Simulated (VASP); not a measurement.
Output of a VASP run:

### OUTCAR
```
 ion  position               nearest neighbor table
   1  0.000  0.000  0.000-   2 2.57   2 2.57   2 2.57   2 2.57   2 2.57   2 2.57   2 2.57   2 2.57
  LATTYP: Found a simple cubic cell.
 ALAT       =     2.9658424470
 Subroutine PRICEL returns:
 Original cell was already a primitive cell.
 Subroutine GETGRP returns: Found 48 space group operations
The static configuration has the point symmetry O_h .
The dynamic configuration has the point symmetry O_h .
 Subroutine INISYM returns: Found 48 space group operations
 Subroutine IBZKPT returns following result:
 Found     56 irreducible k-points:

 Following reciprocal coordinates:
            Coordinates               Weight
  0.000000  0.000000  0.000000      1.000000
  0.090909  0.000000  0.000000      6.000000
  0.181818  0.000000  0.000000      6.000000
  0.272727  0.000000  0.000000      6.000000
  0.363636  0.000000  0.000000      6.000000
  0.454545  0.000000  0.000000      6.000000
  0.090909  0.090909  0.000000     12.000000
  0.181818  0.090909  0.000000     24.000000
  0.272727  0.090909  0.000000     24.000000
  0.363636  0.090909  0.000000     24.000000
  0.454545  0.090909  0.000000     24.000000
  0.181818  0.181818  0.000000     12.000000
  0.272727  0.181818  0.000000     24.000000
  0.363636  0.181818  0.000000     24.000000
  0.454545  0.181818  0.000000     24.000000
  0.272727  0.272727  0.000000     12.000000
  0.363636  0.272727  0.000000     24.000000
  0.454545  0.272727  0.000000     24.000000
  0.363636  0.363636  0.000000     12.000000
  0.454545  0.363636  0.000000     24.000000
  0.454545  0.454545  0.000000     12.000000
  0.090909  0.090909  0.090909      8.000000
  0.181818  0.090909  0.090909     24.000000
  0.272727  0.090909  0.090909     24.000000
  0.363636  0.090909  0.090909     24.000000
  0.454545  0.090909  0.090909     24.000000
  0.181818  0.181818  0.090909     24.000000
  0.272727  0.181818  0.090909     48.000000
  0.363636  0.181818  0.090909     48.000000
  0.454545  0.181818  0.090909     48.000000
  0.272727  0.272727  0.090909     24.000000
  0.363636  0.272727  0.090909     48.000000
  0.454545  0.272727  0.090909     48.000000
  0.363636  0.363636  0.090909     24.000000
  0.454545  0.363636  0.090909     48.000000
  0.454545  0.454545  0.090909     24.000000
  0.181818  0.181818  0.181818      8.000000
  0.272727  0.181818  0.181818     24.000000
  0.363636  0.181818  0.181818     24.000000
  0.454545  0.181818  0.181818     24.000000
   k-points           NKPTS =     56   k-points in BZ     NKDIM =     56   number of bands    NBANDS=     14
   number of dos      NEDOS =    301   number of ions     NIONS =      2
   total plane-waves  NPLWV =   8000
   dimension x,y,z NGX =    20 NGY =   20 NGZ =   20
   dimension x,y,z NGXF=    40 NGYF=   40 NGZF=   40
   ions per type =               1   1
   PREC   = accura    normal or accurate (medium, high low for compatibility)
   ISTART =      0    job   : 0-new  1-cont  2-samecut
   ICHARG =      2    charge: 1-file 2-atom 10-const
   ISPIN  =      1    spin polarized calculation?
   LNONCOLLINEAR =      F non collinear calculations
   LSORBIT =      F    spin-orbit coupling
   INIWAV =      1    electr: 0-lowe 1-rand  2-diag
   ENCUT  =  400.0 eV  29.40 Ry    5.42 a.u.   4.84  4.84  4.84*2*pi/ulx,y,z
   NELM   =    100;   NELMIN=  2; NELMDL= -5     # of ELM steps
   EDIFF  = 0.1E-05   stopping-criterion for ELM
   LREAL  =      F    real-space projection
   NLSPLINE    = F    spline interpolate recip. space projectors
   LMAXMIX     =    4 max onsite mixed and CHGCAR
   VOSKOWN=      0    Vosko Wilk Nusair interpolation
   EDIFFG = -.1E-01   stopping-criterion for IOM
   NSW    =     60    number of steps for IOM
   NBLOCK =      1;   KBLOCK =     60    inner block; outer block
   IBRION =      2    ionic relax: 0-MD 1-quasi-New 2-CG
   NFREE  =      1    steps in history (QN), initial steepest desc. (CG)
...
```

OSZICAR:
```
       N       E                     dE             d eps       ncg     rms          rms(c)
DAV:   1     0.133964850527E+03    0.13396E+03   -0.89834E+03  1568   0.159E+03
DAV:   2    -0.988954785029E+01   -0.14385E+03   -0.14159E+03  1592   0.376E+02
DAV:   3    -0.176768856629E+02   -0.77873E+01   -0.77100E+01  2342   0.997E+01
DAV:   4    -0.179249617330E+02   -0.24808E+00   -0.24736E+00  1958   0.147E+01
DAV:   5    -0.179314927329E+02   -0.65310E-02   -0.65309E-02  2252   0.230E+00    0.132E+01
DAV:   6    -0.160234574235E+02    0.19080E+01   -0.13041E+01  1974   0.551E+01    0.626E+00
DAV:   7    -0.186079906242E+02   -0.25845E+01   -0.28410E+01  2596   0.507E+01    0.236E+01
DAV:   8    -0.156101288584E+02    0.29979E+01   -0.17727E+01  2356   0.403E+01    0.169E+00
DAV:   9    -0.156480140941E+02   -0.37885E-01   -0.29881E-01  2104   0.520E+00    0.190E+00
DAV:  10    -0.156315843879E+02    0.16430E-01   -0.84309E-02  2346   0.366E+00    0.519E-01
DAV:  11    -0.156297275057E+02    0.18569E-02   -0.57944E-03  2038   0.858E-01    0.316E-01
DAV:  12    -0.156288999662E+02    0.82754E-03   -0.30059E-03  2202   0.468E-01    0.677E-02
DAV:  13    -0.156288617411E+02    0.38225E-04   -0.14936E-04  1874   0.121E-01    0.384E-02
DAV:  14    -0.156288521548E+02    0.95862E-05   -0.64427E-05  2292   0.718E-02    0.344E-03
DAV:  15    -0.156288520775E+02    0.77342E-07   -0.25589E-06  1512   0.189E-02
   1 F= -.15628852E+02 E0= -.15628957E+02  d E =-.156289E+02
```

OUTCAR:
```
------------------------ aborting loop because EDIFF is reached ----------------------------------------
  FORCE on cell =-STRESS in cart. coord.  units (eV):
  Direction    XX          YY          ZZ          XY          YZ          ZX
  --------------------------------------------------------------------------------------
  Total       -0.0068503     -0.0068503     -0.0068503     -0.0000000     -0.0000000      0.0000000
  in kB       -0.4207006     -0.4207006     -0.4207006     -0.0000000     -0.0000000      0.0000000
  external PRESSURE =      -0.4207006 kB  Pullay stress =       0.0000000 kB
  volume of cell :       26.09
      direct lattice vectors                 reciprocal lattice vectors
     2.965842447  0.000000000  0.000000000     0.337172327  0.000000000  0.000000000
     0.000000000  2.965842447  0.000000000     0.000000000  0.337172327  0.000000000
     0.000000000  0.000000000  2.965842447     0.000000000  0.000000000  0.337172327
 POSITION                                       TOTAL-FORCE (eV/Angst)
 -----------------------------------------------------------------------------------
      0.00000      0.00000      0.00000         0.000000      0.000000      0.000000
      1.48292      1.48292      1.48292         0.000000      0.000000      0.000000
 -----------------------------------------------------------------------------------
    total drift:                               -0.000000      0.000000      0.000000
  FREE ENERGIE OF THE ION-ELECTRON SYSTEM (eV)
  ---------------------------------------------------
  free  energy   TOTEN  =       -15.6288520775 eV

  energy  without entropy=      -15.6291678641  energy(sigma->0) =      -15.62895734

 reached required accuracy - stopping structural energy minimisation
```
(Selected blocks of OUTCAR.)

POSCAR:
```
TiCo
1
    2.9658424470    -0.0000000000     0.0000000000
   -0.0000000000     2.9658424470     0.0000000000
    0.0000000000    -0.0000000000     2.9658424470
Ti Co
1 1
Direct
  0.0000000000   0.0000000000   0.0000000000
  0.5000000000   0.5000000000   0.5000000000
```

Task: Write an INCAR and KPOINTS that could have produced this output.

Result: This is not unique; one that fits is the input of the run itself, PBE GGA, plane waves, VASP's PBE PAW potentials (set 64).

INCAR:
```
ALGO = Normal
EDIFF = 1E-6
EDIFFG = -0.01
ENCUT = 400
GGA = PE
IBRION = 2
ISIF = 3
ISMEAR = 1
LASPH = .True.
LCHARG = .False.
LMAXMIX = 4
LREAL = .False.
LWAVE = .False.
NELM = 100
NSW = 60
PREC = Accurate
SIGMA = 0.1
SYSTEM = TiCo
```

**KPOINTS**
```
Automatic mesh
0
Gamma
11 11 11
0 0 0
```

POTCAR, in this order: Ti_sv Co (PBE.64 set). Program: vasp_std.

The compound is TiCo in the CsCl type structure. It was relaxed first. The start is the result of an earlier pass. The run is not spin-polarised, so no magnetic state was tried. The electron count is odd and the run is not spin-polarised, which forces a metal.
